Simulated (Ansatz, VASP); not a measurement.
# Cross-check of TiInSn (TiInSn in the AlB2 type) between VASP and Ansatz, part 2 of 2

One calculation is typed for both programs; each brings its own data sets. How far apart do they land? The cell is generated by rule, not measured, and may not be a known phase. The cell is taken from a series of runs on this material, whose earlier steps may have relaxed, scaled, displaced or heated it; both programs get it as it stands.

VASP 6.6.1 and Ansatz 0.2.0.

So far: Starting point; VASP: relaxation of cell and atoms, PBEsol, pair 1; Ansatz: relaxation of cell and atoms, PBEsol, pair 1.

The structure was built from a prototype and need not be the compound's stable phase.

## (4) Differences

Known differences besides the potentials themselves: the cutoff is 420 eV in Ansatz and 500 eV in VASP; Ansatz makes its cores anew for this functional, VASP keeps those of its PBE data sets; Ansatz adds a Pulay correction to the stress that steers its cell, VASP none. Total energies have different zeros and are not compared.

Both answers:

```tsv
quantity	Ansatz	VASP	difference
volume (Å³)	61.84	61.85	-0.01 %
edge a after relaxation, in the typed setting (Å)	4.986	4.986	+0.01 %
edge c after relaxation, in the typed setting (Å)	2.872	2.873	-0.03 %
```

## (5) Ansatz: relaxation of cell and atoms, PBEsol, pair 2

The relaxed volume is the usual yardstick between codes: in a stiff, nearly cubic crystal its relative difference is about their pressure difference at one cell divided by the bulk modulus.

The cell is taken from a series of runs on this material, whose earlier steps may have relaxed, scaled, displaced or heated it; both programs get it as it stands.

Input file input.yaml:

```yaml
crystal:
  lattice:
    - [4.9810554756, 3.3681e-06, 0.0]
    - [-2.4905306547, 4.3137188955, 0.0]
    - [0.0, 0.0, 2.8752914408]
  atoms:
    - { symbol: Ti, position: [0.0, 0.0, 0.0] }
    - { symbol: Sn, position: [0.3333333333, 0.6666666667, 0.5] }
    - { symbol: In, position: [0.6666666667, 0.3333333333, 0.5] }
kpoints:
  mp_grid: { grid: [9, 9, 10] }
hamiltonian:
  xc: pbesol
  pseudopotentials: { kind: paw, azcp: { folder: soft_1 }, xc_functional: pbe }
scf:
  occupations: { method: gaussian, width: 0.1 }
output:
  forces: true
  stress: true
  eigenvalues: true
relax:
  adjacent_minimum: "off"
  f_tol: 0.005
  max_steps: 80
  cell: { stress_tol: 0.05 }
```

Launch:

```
$ ansatz run input.yaml --threads 4 --pin off --max-ram 12288MiB --backend cpu --events-out ev --progress --plain --runs-dir out
```

Numbers of over 12 decimals in the logs are rounded to 6 here.

The log of the run:

```text
[...]
Crystal: 3 atoms, lattice volume = 61.781 Å³
Basis set: ecut = 420 eV, 1215 PW (Γ), exchange–correlation on 72×72×40 points (8 copies of the dense FFT grid, shifted against one another)
Bands: 24, of which v1, the nominal top of the filled ones, is band 20 counted from 1 (19 counted from 0)
Symmetry: 12 space group operations
[...]
k-points: 72 of 810 (time reversal used)
[...]
--- Relaxed structure (3 steps of the walk, 3 accepted, 1 SCFs on fresh bases) ---
[...]
cell:  # Å, volume = 61.8242 Å³
    - [4.985118, 3.370870031346355e-6, 0.0]
    - [-2.492562, 4.317237, 0.0]
    - [0.0, 0.0, 2.872612]
  atoms:
    - { symbol: Ti, position: [0, 0, 0.0] }
    - { symbol: Sn, position: [0.333333, 0.666667, 0.5] }
    - { symbol: In, position: [0.666667, 0.333333, 0.5] }
[key lines of the parts left out:]
SCF converged after 7 iterations
Free energy (F): -13949.103815 eV
Fermi energy:    13.356516 eV
P = ⅓ Tr σ = 0.0026 GPa (0.026 kbar)
```

## (6) VASP: relaxation of cell and atoms, PBEsol, pair 2

The same cell, functional, mesh and smearing now go to VASP, with its own data sets.

Input file INCAR:

```
SYSTEM = TiInSn
PREC = Accurate
ENCUT = 500
EDIFF = 1E-07
NELM = 120
ISMEAR = 0
SIGMA = 0.1
LREAL = .FALSE.
ALGO = Normal
GGA = PS
NBANDS = 25
LASPH = .TRUE.
LORBIT = 11
LWAVE = .FALSE.
LCHARG = .FALSE.
ISIF = 3
IBRION = 2
NSW = 80
EDIFFG = -0.005
GGA_COMPAT = .FALSE.
NELMIN = 4
KPAR = 2
```

Input file POSCAR:

```
TiInSn
1.0
    4.9810550000      0.0000030000      0.0000000000
   -2.4905310000      4.3137190000      0.0000000000
    0.0000000000      0.0000000000      2.8752910000
Ti Sn In
1 1 1
Direct
    0.0000000000      0.0000000000      0.0000000000
    0.3333333333      0.6666666667      0.5000000000
    0.6666666667      0.3333333333      0.5000000000
```

Input file KPOINTS:

```
Automatic mesh
0
Gamma
9 9 10
0 0 0
```

Potentials, in the order of the species: Ti_sv, Sn_d and In_d (PBE family, release 64).

Launch:

```
$ mpirun -np 2 vasp_std
```

The log of the run:

```text
[banner, memory and clock lines left out]
running    2 mpi-ranks, on    1 nodes
[...]
[... a notice as in an earlier step ...]

 LDA part: xc-table for (Slater+PW92), standard interpolation
 POSCAR, INCAR and KPOINTS ok, starting setup
[...]
entering main loop
       N       E                     dE             d eps       ncg     rms          rms(c)
DAV:   1     0.361678092380E+03    0.36168E+03   -0.19270E+04  3600   0.224E+03
DAV:   2     0.194149329710E+02   -0.34226E+03   -0.33838E+03  3617   0.512E+02
DAV:   3    -0.154595782349E+02   -0.34875E+02   -0.34521E+02  4811   0.172E+02
DAV:   4    -0.172380711824E+02   -0.17785E+01   -0.17555E+01  5332   0.357E+01
[...]
DAV:  13    -0.154633412863E+02    0.99817E-06   -0.10256E-05  4908   0.267E-02    0.462E-03
DAV:  14    -0.154633413909E+02   -0.10462E-06   -0.63804E-07  4707   0.657E-03    0.201E-03
DAV:  15    -0.154633412967E+02    0.94203E-07   -0.15355E-07  2775   0.286E-03
   1 F= -.15463341E+02 E0= -.15456643E+02  d E =-.154633E+02
[...]
N       E                     dE             d eps       ncg     rms          rms(c)
DAV:   1    -0.154645893423E+02   -0.12480E-02   -0.32152E-02  4176   0.227E+00    0.227E-01
DAV:   2    -0.154638023164E+02    0.78703E-03   -0.58552E-03  4220   0.700E-01    0.106E-01
DAV:   3    -0.154635327027E+02    0.26961E-03   -0.24624E-03  4383   0.298E-01    0.772E-02
DAV:   4    -0.154634001923E+02    0.13251E-03   -0.55643E-04  5060   0.204E-01    0.201E-02
DAV:   5    -0.154633975720E+02    0.26203E-05   -0.43492E-05  4750   0.537E-02    0.139E-02
DAV:   6    -0.154633965766E+02    0.99535E-06   -0.51979E-06  5649   0.129E-02    0.756E-03
DAV:   7    -0.154633958684E+02    0.70826E-06   -0.11100E-06  4539   0.719E-03    0.947E-04
DAV:   8    -0.154633959630E+02   -0.94656E-07   -0.60357E-08  2559   0.192E-03
   2 F= -.15463396E+02 E0= -.15456715E+02  d E =-.546663E-04
 trial-energy change:   -0.000055  1 .order   -0.000055   -0.000119    0.000009
 step:   0.9283(harm=  0.9297)  dis= 0.00000  next Energy=   -15.463396 (dE=-0.550E-04)
 reached required accuracy - stopping structural energy minimisation
```

Parts of OUTCAR (step 6):

```text
  Total       -0.0090755     -0.0090755     -0.0120875      0.0000000      0.0000000      0.0000000
  in kB       -0.2350763     -0.2350763     -0.3130961      0.0000000      0.0000000      0.0000000
  external PRESSURE =      -0.2610829 kB  Pullay stress =       0.0000000 kB

 POSITION                                       TOTAL-FORCE (eV/Angst)
 -----------------------------------------------------------------------------------
      4.98547      0.00000      0.00000        -0.000000     -0.000000      0.000000
     -0.00000      2.87837      1.43680         0.000000     -0.000000      0.000000
      2.49274      1.43918      1.43680         0.000000      0.000000      0.000000
 -----------------------------------------------------------------------------------
    total drift:                                0.000000      0.000000     -0.000000

  FREE ENERGIE OF THE ION-ELECTRON SYSTEM (eV)
  ---------------------------------------------------
  free  energy   TOTEN  =       -15.4633959630 eV

  energy  without entropy=      -15.4500349521  energy(sigma->0) =      -15.45671546

[... 1 part as in an earlier step ...]

[... 3 further parts left out ...]
[key lines of the parts left out:]
E-fermi :   9.5573
```

## (7) Differences

The two programs side by side:

```tsv
quantity	Ansatz	VASP	difference
volume (Å³)	61.82	61.85	-0.05 %
edge a after relaxation, in the typed setting (Å)	4.985	4.986	-0.01 %
edge c after relaxation, in the typed setting (Å)	2.873	2.874	-0.03 %
```

## (8) VASP: zone-centre phonons, PBEsol

Second derivatives magnify differences that forces hide, and they need a tight electronic threshold.

Input file INCAR:

```
SYSTEM = TiInSn
PREC = Accurate
ENCUT = 500
EDIFF = 1E-08
NELM = 120
ISMEAR = 1
SIGMA = 0.2
LREAL = .FALSE.
ALGO = Normal
GGA = PS
NBANDS = 25
LASPH = .TRUE.
LORBIT = 11
LWAVE = .FALSE.
LCHARG = .FALSE.
ISIF = 2
IBRION = 8
GGA_COMPAT = .FALSE.
KPAR = 2
```

Input file POSCAR:

```
TiInSn
1.0
    4.9863038860      0.0000033717      0.0000000000
   -2.4931548629      4.3182641504      0.0000000000
    0.0000000000      0.0000000000      2.8721901931
Ti Sn In
1 1 1
Direct
    0.0000000000      0.0000000000      0.0000000000
    0.3333333333      0.6666666667      0.5000000000
    0.6666666667      0.3333333333      0.5000000000
```

Input file KPOINTS:

```
Automatic mesh
0
Gamma
4 4 6
0 0 0
```

Launch:

```
$ mpirun -np 2 vasp_std
```

The log of the run:

```text
[... set-up lines as in an earlier step ...]
 entering main loop
       N       E                     dE             d eps       ncg     rms          rms(c)
DAV:   1     0.362569733570E+03    0.36257E+03   -0.19579E+04   800   0.226E+03
DAV:   2     0.195370371353E+02   -0.34303E+03   -0.33905E+03   809   0.510E+02
DAV:   3    -0.153541428051E+02   -0.34891E+02   -0.34499E+02  1033   0.171E+02
DAV:   4    -0.172868358168E+02   -0.19327E+01   -0.19003E+01  1250   0.361E+01
[...]
DAV:  15    -0.154470250022E+02    0.45829E-07   -0.13579E-07  1090   0.261E-03    0.760E-04
DAV:  16    -0.154470249666E+02    0.35674E-07   -0.21039E-08   669   0.883E-04    0.223E-04
DAV:  17    -0.154470249710E+02   -0.44147E-08   -0.22578E-09   487   0.454E-04
   1 F= -.15447025E+02 E0= -.15441247E+02  d E =-.173326E-01
 Linear response reoptimize wavefunctions to high precision
DAV:   1    -0.154470249827E+02   -0.11755E-07   -0.12018E-09   505   0.364E-04
DAV:   2    -0.154470249828E+02   -0.71850E-10   -0.29430E-10   475   0.161E-04
 Linear response DOF=           6
 Linear response progress:
[...]
RMM:  28    -0.243628379128E+00    0.52814E-08   -0.53112E-07  4873   0.885E-04    0.267E-05
RMM:  29    -0.243628368564E+00    0.10564E-07   -0.48782E-07  4945   0.877E-04    0.274E-05
RMM:  30    -0.243628376729E+00   -0.81648E-08   -0.50937E-07  4741   0.868E-04    0.299E-05
 first order change of Fermi-energy   0.13390E-03
 force on displaced ion       3 direction 1 :  -4.984  -0.002   0.000
 Linear response progress:
  Degree of freedom:   6/  6
       N       E                     dE             d eps       ncg     rms          rms(c)
RMM:   1    -0.221319977204E+00   -0.22132E+00   -0.70568E-02  1159   0.355E+00
RMM:   2    -0.224801276071E+00   -0.34813E-02   -0.21495E-02  1644   0.758E-01    0.548E-02
RMM:   3    -0.224617366760E+00    0.18391E-03   -0.22629E-03  1749   0.287E-01    0.256E-02
RMM:   4    -0.224425816225E+00    0.19155E-03   -0.46406E-04  1857   0.143E-01    0.140E-02
[...]
RMM:  26    -0.224408047236E+00   -0.10308E-08   -0.50811E-07  1990   0.726E-04    0.373E-05
RMM:  27    -0.224408047383E+00   -0.14734E-09   -0.51575E-07  1833   0.716E-04    0.382E-05
RMM:  28    -0.224408047559E+00   -0.17634E-09   -0.52017E-07  1788   0.720E-04    0.388E-05
 first order change of Fermi-energy  -0.24462E-03
 force on displaced ion       3 direction 3 :  -0.000   0.000  -0.874
 Linear response finished
```

OUTCAR, selected parts (step 8):

```text
  Total       -0.1081750     -0.1081750      0.2522639     -0.0000000      0.0000000      0.0000000
  in kB       -2.8024382     -2.8024382      6.5352833     -0.0000000      0.0000000      0.0000000
  external PRESSURE =       0.3101356 kB  Pullay stress =       0.0000000 kB

 POSITION                                       TOTAL-FORCE (eV/Angst)
 -----------------------------------------------------------------------------------
      0.00000      0.00000      0.00000        -0.000000      0.000000      0.000000
     -0.00000      2.87884      1.43610        -0.000000      0.000000      0.000000
      2.49315      1.43942      1.43610         0.000000      0.000000      0.000000
 -----------------------------------------------------------------------------------
    total drift:                               -0.000000      0.000000     -0.000000

[... 2 further parts left out ...]
```

## (9) Ansatz: zone-centre phonons, PBEsol

The same cell, functional, mesh and smearing now go to Ansatz, which takes its cutoff from its data sets.

The cell is taken from a series of runs on this material, whose earlier steps may have relaxed, scaled, displaced or heated it; both programs get it as it stands.

Input file input.yaml:

```yaml
crystal:
  lattice:
    - [4.986303886, 3.3717e-06, 0.0]
    - [-2.4931548629, 4.3182641504, 0.0]
    - [0.0, 0.0, 2.8721901931]
  atoms:
    - { symbol: Ti, position: [0.0, 0.0, 0.0] }
    - { symbol: Sn, position: [0.3333333333, 0.6666666667, 0.5] }
    - { symbol: In, position: [0.6666666667, 0.3333333333, 0.5] }
kpoints:
  mp_grid: { grid: [4, 4, 6] }
hamiltonian:
  xc: pbesol
  pseudopotentials: { kind: paw, azcp: { folder: soft_1 }, xc_functional: pbe }
scf:
  occupations: { method: methfessel_paxton, width: 0.2 }
output:
  eigenvalues: true
phonons:
  method: dfpt
  qmesh: [2, 2, 2]
  temperatures: { t_max: 1000, t_step: 50 }
  qpath:
    path:
      - [[0.0, 0.0, 0.0], [0.5, 0.0, 0.0], [0.33333333, 0.33333333, 0.0], [0.0, 0.0, 0.0], [0.0, 0.0, 0.5], [0.5, 0.0, 0.5], [0.33333333, 0.33333333, 0.5], [0.0, 0.0, 0.5]]
      - [[0.5, 0.0, 0.5], [0.5, 0.0, 0.0]]
      - [[0.33333333, 0.33333333, 0.5], [0.33333333, 0.33333333, 0.0]]
    npoints: 10
```

Launch:

```
$ ansatz run input.yaml --threads 4 --pin off --max-ram 12288MiB --backend cpu --events-out ev --progress --plain --runs-dir out
```

The log of the run:

```text
[...]
Crystal: 3 atoms, lattice volume = 61.845 Å³
Basis set: ecut = 420 eV, 1251 PW (Γ), exchange–correlation on 72×72×40 points (8 copies of the dense FFT grid, shifted against one another)
Bands: 24, of which v1, the nominal top of the filled ones, is band 20 counted from 1 (19 counted from 0)
Symmetry: 12 space group operations
k-points: 16 of 96 (time reversal used)
[...]
largest difference from the sums on the solved wave vectors: F 1.61e-2 eV, S 3.37e-5 and C_V 1.76e-5 eV/K
  zero-point energy: 0.062498 eV/cell   skipped modes (ω ≤ 0): 147, of them read as no rigid motion or as one in doubt: 144 (5.448e-1 modes/cell left out, lowest -37.00 cm⁻¹)   left out of the sums: 6.06e-2 of the cell's modes: C_V's classical limit lies that fraction below 3 k_B per atom; for a crystal, a wire or a layer, F and S can be off by more, and a phonons.interpolated_qmesh denser along its periods is the remedy for the sampling
[key lines of the parts left out:]
SCF converged after 12 iterations
Free energy (F): -13949.087475 eV
Fermi energy:    13.380756 eV
```

## (10) Side by side

What differs besides the data sets and the points named for the pairs above, as far as they apply: VASP's run holds the zone centre alone. Total energies have different zeros and are not compared.

Both answers:

```tsv
quantity	Ansatz	VASP	difference
optical mode 1 (cm⁻¹)	37.4	37.6	-0.2
optical mode 2 to 3 (cm⁻¹)	97.3	99.5	-2.24 %
optical mode 4 (cm⁻¹)	120.8	121.4	-0.46 %
optical mode 5 to 6 (cm⁻¹)	146.8	146.8	-0.01 %
```

Modes are paired by rising frequency, not by their patterns, so a pair may set unlike modes beside each other; they are those without the splitting of longitudinal modes.

## (11) Outcome

```
difference in edge c after relaxation, in the typed setting (relaxation of cell and atoms, PBEsol, pair 1)           : -0.028 %
difference in volume (relaxation of cell and atoms, PBEsol, pair 2)                                                  : -0.049 %
r.m.s. difference of the optical zone-centre modes, each program's sorted by frequency (zone-centre phonons, PBEsol) : 1.3 cm⁻¹
difference in optical mode 2 to 3 (zone-centre phonons, PBEsol)                                                      : -2.2 %
```

**Reading.** The difference in volume is -0.049 % (relaxation of cell and atoms, PBEsol, pair 2), within the 1.2 % picked in this series as the mark of a large difference, as far as the stopping tolerances let one tell. Among the rows given in per cent, the largest difference of the zone-centre phonons, PBEsol pair is in optical mode 2 to 3, -2.2 %. 1 further run of this series is not shown here. Such differences can come from data sets, numerical settings and the points named under the comparisons, not from the functional's error against experiment.

[Lines on the potential files, build, host, timing and source positions are cut from VASP's logs without a mark.]

[Logs are printed without paths, hosts, clocks, repeated set-up lines and the standing remarks that a program may print on its own settings, such as how far it seeks lower states.]

[Hosts, paths, dates, database ids (printed as entryN), source tags and the programs' standing remarks are cut or masked in the printed files.]
